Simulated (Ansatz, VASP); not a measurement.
# MgZrO3 in two plane-wave programs

Wanted: the spread between two codes on one cell, functional and k mesh. The cell is generated by rule, not measured, and may not be a known phase. The cell is taken from a series of runs on this material, whose earlier steps may have relaxed, scaled, displaced or heated it; both programs get it as it stands.

Program: Ansatz 0.2.0. Level of theory: plane waves, with VASP 6.6.1 beside it; relaxation of cell and atoms at PBEsol and zone-centre phonons at PBEsol. Results are calculated unless marked as measured.

The structure was built from a prototype and need not be the compound's stable phase.

### 1. Starting point

Symmetry: Pm-3m, No. 221, cubic system. Conventional cell: a = 4.072 Å, b = 4.072 Å, c = 4.072 Å, α = 90.00°, β = 90.00°, γ = 90.00°. Nearest to Mg lie 12 O at 2.88 Å. Nearest to Zr lie 6 O at 2.04 Å. Nearest to O lie 2 Zr at 2.04 Å. Farther neighbours and most contacts between anions are not listed.

### 2. Ansatz: relaxation of cell and atoms, PBEsol

Ansatz runs on its default PAW (the set named soft_2) files.

The relaxed volume is the usual yardstick between codes: in a stiff, nearly cubic crystal its relative difference is about their pressure difference at one cell divided by the bulk modulus.

File input.yaml:

```yaml
crystal:
  lattice:
    - [4.0722439007, 0.0, 0.0]
    - [0.0, 4.0722439007, 0.0]
    - [0.0, 0.0, 4.0722439007]
  atoms:
    - { symbol: Mg, position: [0.0, 0.0, 0.0] }
    - { symbol: Zr, position: [0.5, 0.5, 0.5] }
    - { symbol: O, position: [0.0, 0.5, 0.5] }
    - { symbol: O, position: [0.5, 0.0, 0.5] }
    - { symbol: O, position: [0.5, 0.5, 0.0] }
kpoints:
  mp_grid: { grid: [6, 6, 6] }
hamiltonian:
  xc: pbesol
scf:
  occupations: { method: gaussian, width: 0.02 }
output:
  forces: true
  stress: true
  eigenvalues: true
  write_density: true
  write_potential: true
  elf: true
  volumetric_format: npy
relax:
  adjacent_minimum: "off"
  f_tol: 0.005
  max_steps: 80
  cell: { stress_tol: 0.05 }
```

Run with:

```sh
$ ansatz run input.yaml --threads 8 --pin off --max-ram 14336MiB --backend cpu --events-out ev --progress --plain --runs-dir out
```

Numbers of over 12 decimals in the logs are rounded to 6 here.

Output:

```text
Engine: ansatz 0.2.0, aarch64-unknown-linux-gnu
Pseudopotentials: kind: paw
Pseudopotential: Mg, paw, valence charge 10, recommended cutoff 420 eV (normal), Mg.paw.azcp
Pseudopotential: Zr, paw, valence charge 12, recommended cutoff 420 eV (normal), Zr.paw.azcp
Pseudopotential: O, paw, valence charge 6, recommended cutoff 420 eV (normal), O.paw.azcp
Functional definition: PBEsol
  exchange = pbesol_x
  correlation = pbesol_c
Crystal: 5 atoms, lattice volume = 67.531 Å³
Basis set: ecut = 420 eV, 1357 PW (Γ), exchange–correlation on 60×60×60 points (8 copies of the dense FFT grid, shifted against one another)
Bands: 25, of which v1, the nominal top of the filled ones, is band 20 counted from 1 (19 counted from 0)
Symmetry: 48 space group operations
Space group: Pm-3m (ITA 221), of the structure as read, at distance tolerance 4.1e-5 Å
k-points: 20 of 216
Non-local potential: Mg, projectors of the file, l = 0: 3, l = 1: 2, l = 2: 1
Non-local potential: Zr, projectors of the file, l = 0: 3, l = 1: 2, l = 2: 2, l = 3: 2
Non-local potential: O, projectors of the file, l = 0: 2, l = 1: 2, l = 2: 1
PAW form: soft (Blöchl's): semilocal exchange-correlation on the pseudo side does not see the compensation charge
PAW frozen core: Mg, regenerated for the run's functional, and the local potential with it (the file was generated under x = pbe(κ = 0.804, μ = 0.219515), c = pbe(β = 0.066725))
PAW frozen core: Zr, regenerated for the run's functional, and the local potential with it (the file was generated under x = pbe(κ = 0.804, μ = 0.219515), c = pbe(β = 0.066725))
PAW frozen core: O, regenerated for the run's functional, and the local potential with it (the file was generated under x = pbe(κ = 0.804, μ = 0.219515), c = pbe(β = 0.066725))
PAW one-centre angular grid: Mg, 110 points (default); XC on 64 Gauss nodes
PAW one-centre angular grid: Zr, 590 points (default); XC on 64 Gauss nodes
PAW one-centre angular grid: O, 110 points (default); XC on 64 Gauss nodes
Initial density: superposition of atomic densities (neutral atoms: chi_scale 0, normalization atom), corrected by the library's trained network
Initial wavefunctions: pseudopotential atomic-orbital guess
Functional: x = pbesol(κ = 0.804, μ = 0.123457), c = pbesol(β = 0.046)
SCF iter   1: F=—  HF=-7728.318292 eV  |F-HF|=—  |Δ(HF+E_count)|=         —  Δρ=1.35e-2  dr2=1.02e-1  ethr=1.77e-3  ⟨swp⟩=6.3  Hψ=2253  notcnv=0
preconditioner: auto → Resta (q_TF=auto, 2.500 Å⁻¹)  ε∞=5.1  [insulator: Δε(μ)=0.613 eV  Ē_g=10.910 eV  σ=0.020 eV  W_gap=1.00  n_scr=18 (ndim 8)  ℏωp=22.1 eV  f_vac=0.000  D(μ)=0.00/eV (n_scr^D=0)  ε∞_Penn≈5.1]
SCF iter   2: F=—  HF=-7728.295418 eV  |F-HF|=—  |Δ(HF+E_count)|=   2.29e-2  Δρ=3.63e-3  dr2=9.12e-3  ethr=2.55e-4  ⟨swp⟩=2.8  Hψ=912  notcnv=0  defer=19
SCF iter   3: F=—  HF=-7728.293632 eV  |F-HF|=—  |Δ(HF+E_count)|=   1.79e-3  Δρ=8.18e-4  dr2=3.26e-4  ethr=2.28e-5  ⟨swp⟩=2.0  Hψ=745  notcnv=0  defer=20
SCF iter   4: F=—  HF=-7728.293620 eV  |F-HF|=—  |Δ(HF+E_count)|=   1.22e-5  Δρ=1.17e-4  dr2=4.94e-6  ethr=8.15e-7  ⟨swp⟩=2.8  Hψ=868  notcnv=0  defer=20
SCF iter   5: F=—  HF=-7728.293572 eV  |F-HF|=—  |Δ(HF+E_count)|=   4.78e-5  Δρ=4.24e-5  dr2=7.73e-7  ethr=1.24e-8  ⟨swp⟩=2.0  Hψ=818  notcnv=0  defer=20
SCF iter   6: F=-7728.293573 eV  HF=-7728.293573 eV  |F-HF|=1.00e-8  |Δ(HF+E_count)|=   5.99e-7  Δρ=1.01e-5  dr2=4.25e-8  ethr=2.50e-10  ⟨swp⟩=10.3  Hψ=3569  notcnv=0
SCF 1 converged in 6 iterations: F = -7728.293573 eV  dr2 = 4.25e-8
  greatest PAW one-centre occupation: 1.000 electrons in one spin orbital (limit 2), on the Mg atom at site 0 (counted from 0), in its partial waves of l = 0
relax step   1: F+E_penalty+E_count = -7728.29357296 eV  Δ(F+E_penalty+E_count) = +0.000e0 eV  max|allowed force component| = 3.396e-29 eV/Å  Δτ_max = 0.0000 Å  P = +0.046 GPa  Ω = 67.531 Å³  (6 SCF iters, dr2 threshold 1.00e-7 eV, accepted)
Initial density: handed on by an earlier stage of this run
Initial wavefunctions: pseudopotential atomic-orbital guess (no wavefunctions were taken with the density)
iter 1 solved again at ethr=3.64e-8 eV; its pass at ethr=3.10e-3 eV (dr2=1.46e-5 eV) is discarded
SCF iter   1: F=—  HF=-7728.293619 eV  |F-HF|=—  |Δ(HF+E_count)|=         —  Δρ=1.36e-5  dr2=5.02e-8  ethr=3.64e-8  ⟨swp⟩=3.6  Hψ=3673  notcnv=0
preconditioner: auto → Resta (q_TF=auto, 2.500 Å⁻¹)  ε∞=5.0  [insulator: Δε(μ)=0.765 eV  Ē_g=11.021 eV  σ=0.020 eV  W_gap=1.00  n_scr=18 (ndim 8)  ℏωp=22.1 eV  f_vac=0.000  D(μ)=0.00/eV (n_scr^D=0)  ε∞_Penn≈5.0]
SCF iter   2: F=—  HF=-7728.293573 eV  |F-HF|=—  |Δ(HF+E_count)|=   4.61e-5  Δρ=5.49e-6  dr2=1.53e-8  ethr=1.25e-10  ⟨swp⟩=2.8  Hψ=1004  notcnv=0
SCF iter   3: F=—  HF=-7728.293573 eV  |F-HF|=—  |Δ(HF+E_count)|=   6.79e-9  Δρ=2.55e-6  dr2=4.68e-9  ethr=3.81e-11  ⟨swp⟩=2.0  Hψ=619  notcnv=0
SCF iter   4: F=—  HF=-7728.293573 eV  |F-HF|=—  |Δ(HF+E_count)|=   3.25e-9  Δρ=1.30e-6  dr2=9.82e-10  ethr=1.17e-11  ⟨swp⟩=2.0  Hψ=671  notcnv=0
SCF iter   5: F=—  HF=-7728.293573 eV  |F-HF|=—  |Δ(HF+E_count)|=  6.00e-11  Δρ=4.61e-7  dr2=9.37e-11  ethr=2.46e-12  ⟨swp⟩=2.0  Hψ=738  notcnv=0
SCF iter   6: F=-7728.293573 eV  HF=-7728.293573 eV  |F-HF|=1.82e-12  |Δ(HF+E_count)|=  2.18e-11  Δρ=1.65e-7  dr2=4.86e-12  ethr=1.00e-12  ⟨swp⟩=5.2  Hψ=2071  notcnv=0
SCF 2 converged in 6 iterations: F = -7728.293573 eV  dr2 = 4.86e-12
relax step   2: F+E_penalty+E_count = -7728.29357298 eV  Δ(F+E_penalty+E_count) = -1.560e-8 eV  max|allowed force component| = 3.855e-29 eV/Å  Δτ_max = 0.0000 Å  P = +0.046 GPa  Ω = 67.531 Å³  stress off target by 4.64e-2 GPa  SCF on the basis re-selected at this cell (its energy is not comparable with the rows above)  (6 SCF iters)
basis re-selected at this cell: Δ(F+E_penalty+E_count) = -1.560e-8 eV, ΔP = +0.000 GPa vs the last step (what re-selecting the basis moved, of the pressure what is left beyond the Pulay correction that the steps carried, after the strain that the cell walked since its last selection, with what the two solves' SCF thresholds leave and, on support functions, any second-order correction that the steps lacked; it is no m [...]
SCF converged after 6 iterations
Free energy (F): -7728.293573 eV
Harris-Foulkes:  -7728.293573 eV  (|F-HF|=1.82e-12)
Internal energy: -7728.293573 eV  (E = F + TS)
E sigma→0 (E₀):  -7728.293573 eV
Fermi energy:    7.680961 eV
--- Per-component energies (eV) ---
  E_band       = -496.613070
  E_kinetic    = 937.981880
  E_local      = -3301.869019  (includes V_loc(G=0)·N_el)
  E_nonlocal   = 317.208201
  E_hartree    = 1138.603939
  E_xc         = -409.539068
  E_vxc        = -510.327451  (∫ρ·V_xc dr)
  E_paw        = -3638.458565  (= ΣΔE_a)
  E_vpaw       = -216.821835  (= ΣTr[D̂ρ^β])
  E_aug_tail   = 0.007311  (compensation charges beyond the density's cutoff)
  E_ewald      = -2772.558699
  E_core_change = 0.330446  (= ΣΔE_core)
  E_smearing   = -0.000000  (= −TS)
  E_closure    = 0.000000  (closes the sum)
  Σ components = -7728.293573   (vs F -7728.293573, Δ=0.00e0)
--- Forces (eV/Å), atoms counted from 1 ---
  atom   1  Mg    -0.00000000     0.00000000    -0.00000000
  atom   2  Zr     0.00000000    -0.00000000     0.00000000
  atom   3  O      0.00000000    -0.00000000     0.00000000
  atom   4  O      0.00000000    -0.00000000     0.00000000
  atom   5  O      0.00000000     0.00000000    -0.00000000
  max |Σ_I F_I| component: 1.33e-28 eV/Å
--- Stress (GPa, compression-positive) ---
        0.046372      -0.000000       0.000000
       -0.000000       0.046372       0.000000
        0.000000       0.000000       0.046372
  P = ⅓ Tr σ = 0.0464 GPa (0.464 kbar)
--- Band table (eV; the first three rows and the last of 20) ---
  k-point 0: bands = [... 16 lower, 6.2577, 6.9901, 6.9901, 6.9901, 8.0632, 11.0940, 11.0940, 11.0940, ... 1 higher]
  k-point 1: bands = [... 16 lower, 6.0412, 6.1421, 6.9475, 6.9475, 8.7776, 11.1366, 11.6877, 11.6877, ... 1 higher]
  k-point 2: bands = [... 16 lower, 5.7261, 5.9232, 6.9191, 6.9191, 10.0885, 11.2250, 12.8097, 12.8097, ... 1 higher]
  k-point 19: bands = [... 16 lower, 3.7701, 7.2981, 7.2981, 7.2981, 9.5718, 15.0049, 15.0049, 15.0049, ... 1 higher]
--- Relaxed structure (1 steps of the walk, 1 accepted, 1 SCFs on fresh bases) ---
  F+E_penalty+E_count = -7728.29357298 eV   max|allowed force component| = 3.855e-29 eV/Å   (the final SCF, on the basis selected at the relaxed cell)
  cell:  # Å, volume = 67.5307 Å³
    - [4.0722439007, 0.0, 0.0]
    - [0.0, 4.0722439007, 0.0]
    - [0.0, 0.0, 4.0722439007]
  atoms:
    - { symbol: Mg, position: [0.0, 0.0, 0.0] }
    - { symbol: Zr, position: [0.5, 0.5, 0.5] }
    - { symbol: O, position: [0.0, 0.5, 0.5] }
    - { symbol: O, position: [0.5, 0.0, 0.5] }
    - { symbol: O, position: [0.5, 0.5, 0.0] }
```

### 3. VASP: relaxation of cell and atoms, PBEsol

The same cell, functional, mesh and smearing now go to VASP, with its own data sets.

Lines of VASP's logs that name or quote its potential files are left out, and so is its time.

File INCAR:

```
SYSTEM = MgZrO3
PREC = Accurate
ENCUT = 600
EDIFF = 1E-07
NELM = 120
ISMEAR = 0
SIGMA = 0.02
LREAL = .FALSE.
ALGO = Normal
GGA = PS
NBANDS = 22
LASPH = .TRUE.
LORBIT = 11
LWAVE = .FALSE.
LCHARG = .FALSE.
ISIF = 3
IBRION = 2
NSW = 80
EDIFFG = -0.005
GGA_COMPAT = .FALSE.
NELMIN = 4
EFERMI = MIDGAP
KPAR = 2
```

File POSCAR:

```
MgZrO3
1.0
    4.0722440000      0.0000000000      0.0000000000
    0.0000000000      4.0722440000      0.0000000000
    0.0000000000      0.0000000000      4.0722440000
Mg Zr O
1 1 3
Direct
    0.0000000000      0.0000000000      0.0000000000
    0.5000000000      0.5000000000      0.5000000000
    0.0000000000      0.5000000000      0.5000000000
    0.5000000000      0.0000000000      0.5000000000
    0.5000000000      0.5000000000      0.0000000000
```

File KPOINTS:

```
Automatic mesh
0
Gamma
6 6 6
0 0 0
```

The projector-augmented-wave data sets are Mg, Zr_sv and O (PBE family, release 64).

Run with:

```sh
$ mpirun -np 2 vasp_std
```

Output:

```text
[banner, memory and clock lines left out]
running    2 mpi-ranks, on    1 nodes
 distrk:  each k-point on    1 cores,    2 groups
 distr:  one band on    1 cores,    1 groups

 POSCAR found type information on POSCAR MgZrO
 POSCAR found :  3 types and       5 ions
|                                                                             |
|               ----> ADVICE to this user running VASP <----                  |
|                                                                             |
|     You enforced a specific xc type in the INCAR file but a different       |
|     [... a line on the potential file left out ...]
|     I HOPE YOU KNOW WHAT YOU ARE DOING!                                     |
|                                                                             |

 LDA part: xc-table for (Slater+PW92), standard interpolation
 POSCAR, INCAR and KPOINTS ok, starting setup
 FFT: planning ... GRIDC
 FFT: planning ... GRID_SOFT
 FFT: planning ... GRID
 WAVECAR not read
 entering main loop
       N       E                     dE             d eps       ncg     rms          rms(c)
DAV:   1     0.260508393465E+03    0.26051E+03   -0.18576E+04   912   0.155E+03
DAV:   2    -0.283717326962E+02   -0.28888E+03   -0.27236E+03  1244   0.366E+02
DAV:   3    -0.465675444724E+02   -0.18196E+02   -0.18085E+02  1402   0.878E+01
DAV:   4    -0.471407504344E+02   -0.57321E+00   -0.57252E+00  1194   0.116E+01
DAV:   5    -0.471490397462E+02   -0.82893E-02   -0.82888E-02  1206   0.131E+00    0.339E+01
DAV:   6    -0.396179993252E+02    0.75310E+01   -0.33539E+01  1024   0.421E+01    0.151E+01
DAV:   7    -0.393383819856E+02    0.27962E+00   -0.21696E+00  1072   0.101E+01    0.975E+00
DAV:   8    -0.391870049783E+02    0.15138E+00   -0.27435E-01  1002   0.456E+00    0.108E+00
DAV:   9    -0.391842488299E+02    0.27561E-02   -0.29651E-02  1136   0.112E+00    0.295E-01
DAV:  10    -0.391834110886E+02    0.83774E-03   -0.37162E-03  1024   0.547E-01    0.137E-01
DAV:  11    -0.391833631091E+02    0.47980E-04   -0.23610E-04  1160   0.131E-01    0.287E-02
DAV:  12    -0.391833582205E+02    0.48886E-05   -0.24356E-05  1232   0.438E-02    0.775E-03
DAV:  13    -0.391833583251E+02   -0.10462E-06   -0.22035E-06  1118   0.141E-02    0.236E-03
DAV:  14    -0.391833581647E+02    0.16037E-06   -0.11256E-07   664   0.326E-03    0.317E-04
DAV:  15    -0.391833581664E+02   -0.16971E-08   -0.25145E-08   602   0.118E-03
   1 F= -.39183358E+02 E0= -.39183358E+02  d E =-.391834E+02
 curvature:   0.00 expect dE= 0.000E+00 dE for cont linesearch  0.000E+00
 trial: gam= 0.00000 g(F)=  0.000E+00 g(S)=  0.324E-04 ort = 0.000E+00 (trialstep = 0.100E+01)
 search vector abs. value=  0.324E-04
 bond charge predicted
       N       E                     dE             d eps       ncg     rms          rms(c)
DAV:   1    -0.391835533168E+02   -0.19515E-03   -0.53810E-03   940   0.660E-01    0.171E-01
DAV:   2    -0.391833868693E+02    0.16645E-03   -0.78496E-04  1008   0.197E-01    0.638E-02
DAV:   3    -0.391833596568E+02    0.27212E-04   -0.82816E-05  1278   0.797E-02    0.138E-02
DAV:   4    -0.391833581606E+02    0.14962E-05   -0.28333E-05  1352   0.286E-02    0.107E-02
DAV:   5    -0.391833585802E+02   -0.41964E-06   -0.10586E-06  1152   0.636E-03    0.588E-03
DAV:   6    -0.391833584761E+02    0.10413E-06   -0.23525E-06  1294   0.685E-03    0.102E-03
DAV:   7    -0.391833584355E+02    0.40591E-07   -0.23735E-08   540   0.115E-03
   2 F= -.39183358E+02 E0= -.39183358E+02  d E =-.269093E-06
 trial-energy change:   -0.000000  1 .order   -0.000000   -0.000032    0.000032
 step:   0.5002(harm=  0.5002)  dis= 0.00000  next Energy=   -39.183366 (dE=-0.810E-05)
 bond charge predicted
       N       E                     dE             d eps       ncg     rms          rms(c)
DAV:   1    -0.391834145892E+02   -0.56113E-04   -0.13425E-03   940   0.329E-01    0.856E-02
DAV:   2    -0.391833723712E+02    0.42218E-04   -0.19589E-04   984   0.981E-02    0.318E-02
DAV:   3    -0.391833652308E+02    0.71405E-05   -0.20682E-05  1268   0.398E-02    0.685E-03
DAV:   4    -0.391833651646E+02    0.66102E-07   -0.69977E-06  1320   0.141E-02    0.536E-03
DAV:   5    -0.391833656542E+02   -0.48958E-06   -0.25209E-07   918   0.314E-03    0.293E-03
DAV:   6    -0.391833664584E+02   -0.80414E-06   -0.68391E-07  1082   0.370E-03    0.576E-04
DAV:   7    -0.391833664602E+02   -0.18094E-08   -0.65167E-09   458   0.593E-04
   3 F= -.39183366E+02 E0= -.39183366E+02  d E =-.829375E-05
 curvature:  -0.25 expect dE=-0.584E-10 dE for cont linesearch -0.584E-10
 trial: gam=-0.00268 g(F)=  0.380E-63 g(S)=  0.233E-09 ort = 0.870E-07 (trialstep = 0.900E+00)
 search vector abs. value=  0.100E-09
 reached required accuracy - stopping structural energy minimisation
```

From OUTCAR (step 3):

```text
ion  position               nearest neighbor table
   1  0.000  0.000  0.000-   2 3.53   2 3.53   2 3.53   2 3.53   2 3.53   2 3.53   2 3.53   2 3.53

  LATTYP: Found a simple cubic cell.
 ALAT       =     4.0722440000

 Subroutine GETGRP returns: Found 48 space group operations
 (whereof 48 operations were pure point group operations)

The static configuration has the point symmetry O_h .

 Found     20 irreducible k-points:

   k-points           NKPTS =     20   k-points in BZ     NKDIM =     20   number of bands    NBANDS=     22

   dimension x,y,z NGX =    36 NGY =   36 NGZ =   36
   dimension x,y,z NGXF=    72 NGYF=   72 NGZF=   72

   ENCUT  =  600.0 eV  44.10 Ry    6.64 a.u.   8.13  8.13  8.13*2*pi/ulx,y,z

   NELECT =      32.0000    total number of electrons

 k-points in reciprocal lattice and weights: Automatic mesh
   0.00000000  0.00000000  0.00000000       0.005
   0.16666667  0.00000000  0.00000000       0.028
   0.33333333  0.00000000  0.00000000       0.028
   0.50000000  0.00000000  0.00000000       0.014
   0.16666667  0.16666667  0.00000000       0.056
   0.33333333  0.16666667  0.00000000       0.111
   0.50000000  0.16666667  0.00000000       0.056
   0.33333333  0.33333333  0.00000000       0.056
   0.50000000  0.33333333  0.00000000       0.056
[...]
0.50000000  0.50000000  0.33333333       0.028
   0.50000000  0.50000000  0.50000000       0.005

 average (electrostatic) potential at core
       1 -38.8061       2 -77.5673       3 -69.7858       4 -69.7858       5 -69.7858

 E-fermi :   3.8776

 k-point     1 :       0.0000    0.0000    0.0000
  band No.  band energies     occupation
    ...
     12       2.4707      2.00000
     13       2.4707      2.00000
     14       3.1991      2.00000
     15       3.1991      2.00000
     16       3.1991      2.00000
     17       4.2448      0.00000
     18       7.2983      0.00000
     19       7.2983      0.00000
     20       7.2983      0.00000
     21      11.5677      0.00000
    ...

 k-point     2 :       0.1667    0.0000    0.0000
  band No.  band energies     occupation
    ...
     12       2.2538      2.00000
     13       2.2538      2.00000
     14       2.3544      2.00000
     15       3.1562      2.00000
     16       3.1562      2.00000
     17       4.9625      0.00000
     18       7.3411      0.00000
     19       7.8930      0.00000
     20       7.8930      0.00000
     21      11.0192      0.00000
    ...

 k-point     3 :       0.3333    0.0000    0.0000
  band No.  band energies     occupation
    ...
     12       1.9377      2.00000
     13       1.9377      2.00000
     14       2.1356      2.00000
     15       3.1276      2.00000
     16       3.1276      2.00000
     17       6.2742      0.00000
     18       7.4300      0.00000
     19       9.0163      0.00000
     20       9.0163      0.00000
     21       9.5319      0.00000
    ...

  Total        0.0000898      0.0000898      0.0000898     -0.0000000     -0.0000000      0.0000000
  in kB        0.0021297      0.0021297      0.0021297     -0.0000000     -0.0000000      0.0000000
  external PRESSURE =       0.0021297 kB  Pullay stress =       0.0000000 kB

  energy-cutoff  :      600.00
  volume of cell :       67.56
      direct lattice vectors                 reciprocal lattice vectors
     4.072901515  0.000000000  0.000000000     0.245525210  0.000000000  0.000000000
    -0.000000000  4.072901515 -0.000000000    -0.000000000  0.245525210  0.000000000
    -0.000000000 -0.000000000  4.072901515    -0.000000000  0.000000000  0.245525210

 POSITION                                       TOTAL-FORCE (eV/Angst)
 -----------------------------------------------------------------------------------
      0.00000      0.00000      0.00000         0.000000      0.000000      0.000000
      2.03645      2.03645      2.03645        -0.000000      0.000000      0.000000
     -0.00000      2.03645      2.03645        -0.000000      0.000000      0.000000
      2.03645      0.00000      2.03645         0.000000     -0.000000      0.000000
      2.03645      2.03645      0.00000         0.000000      0.000000      0.000000
 -----------------------------------------------------------------------------------
    total drift:                                0.000000      0.000000      0.000000

  FREE ENERGIE OF THE ION-ELECTRON SYSTEM (eV)
  ---------------------------------------------------
  free  energy   TOTEN  =       -39.1833664602 eV

  energy  without entropy=      -39.1833664602  energy(sigma->0) =      -39.18336646

 reached required accuracy - stopping structural energy minimisation

 total charge
# of ion       s       p       d       tot
------------------------------------------
    1        0.077   0.049   0.014   0.140
    2        2.225   6.122   1.529   9.875
    3        1.562   3.465   0.000   5.027
    4        1.562   3.465   0.000   5.027
    5        1.562   3.465   0.000   5.027
--------------------------------------------------
tot          6.988  16.565   1.542  25.095

[... 3 further parts left out ...]
```

(Continued in part 2 of 2.)

[Lines on the potential files, build, host, timing and source positions are cut from VASP's logs without a mark.]

[Logs are printed without paths, hosts, clocks, repeated set-up lines and the standing remarks that a program may print on its own settings, such as how far it seeks lower states.]

[Hosts, paths, dates, database ids (printed as entryN), source tags and the programs' standing remarks are cut or masked in the printed files.]
